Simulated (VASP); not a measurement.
Energy against volume of CsBr (CsCl type). Calculation: vdW-DF-cx, VASP's PBE PAW potentials (set 64) (plane waves; VASP).

```tsv
V (Å³/atom)	E (eV/atom)
36.315	-0.80025
37.474	-0.80610
38.633	-0.80786
39.792	-0.80626
40.951	-0.80188
```

Problem. Fit a third-order Birch-Murnaghan equation of state.

Solution. 
```yaml
volume_per_atom: 38.62 Å³/atom
bulk_modulus: 15.5 GPa
pressure_derivative_of_the_bulk_modulus: 5.43
lattice_constant_a: 425.9 pm
```

The compound is CsBr in the CsCl type structure. It was relaxed first.
